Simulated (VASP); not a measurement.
VASP input:

KPOINTS:
```
Automatic mesh
0
Gamma
6 6 6
0 0 0
```

INCAR:
```
SYSTEM = Si
PREC = Accurate
ENCUT = 400
EDIFF = 1E-6
NELM = 100
ALGO = Normal
LREAL = .FALSE.
LASPH = .TRUE.
ISMEAR = 0
SIGMA = 0.05
GGA = PE
LWAVE = .FALSE.
LCHARG = .FALSE.
ISIF = 2
ICHARG = 11
```

**POSCAR**
```
Si
1
    0.0000000000     2.7155000000     2.7155000000
    2.7155000000     0.0000000000     2.7155000000
    2.7155000000     2.7155000000     0.0000000000
Si
2
Direct
  0.0000000000   0.0000000000   0.0000000000
  0.2500000000   0.2500000000   0.2500000000
```

POTCAR, in this order: Si (PBE.64 set). Program: vasp_std.

The run wrote:

### standard output
```
 POSCAR found type information on POSCAR Si
 POSCAR found :  1 types and       2 ions
 Reading from existing POTCAR
 Reading from existing POTCAR
 LDA part: xc-table for (Slater+PW92), standard interpolation
 WARNING: stress and forces are not correct
 POSCAR, INCAR and KPOINTS ok, starting setup
 WAVECAR not read
 WARNING: CHGCAR is incomplete

 -----------------------------------------------------------------------------
|                                                                             |
|     EEEEEEE  RRRRRR   RRRRRR   OOOOOOO  RRRRRR      ###     ###     ###     |
|     E        R     R  R     R  O     O  R     R     ###     ###     ###     |
|     E        R     R  R     R  O     O  R     R     ###     ###     ###     |
|     EEEEE    RRRRRR   RRRRRR   O     O  RRRRRR       #       #       #      |
|     E        R   R    R   R    O     O  R   R                               |
|     E        R    R   R    R   O     O  R    R      ###     ###     ###     |
|     EEEEEEE  R     R  R     R  OOOOOOO  R     R     ###     ###     ###     |
|                                                                             |
|     ICHARG>10                                                               |
|                                                                             |
|       ---->  I REFUSE TO CONTINUE WITH THIS SICK JOB ... BYE!!! <----       |
|                                                                             |
 -----------------------------------------------------------------------------
```

Question: From input and log, find the fault in this run and mend it.

Answer: The cause: ICHARG = 11 asks for a fixed density, but there is no CHGCAR. VASP stops with an error: ERROR: charge density could not be read from file CHGCAR for ICHARG>10 ----> I REFUSE TO CONTINUE WITH THIS SICK JOB ... BYE!!! <---- To mend it, run self-consistently first and keep its CHGCAR, or remove ICHARG. The plain static run on this cell (PBE GGA, plane waves, VASP's PBE PAW potentials (set 64)) converges, and its OSZICAR ends with
```
   1 F= -.10820774E+02 E0= -.10820774E+02  d E =-.320666E-11
```

The compound is Si in the diamond structure. The cell was not relaxed at this level.
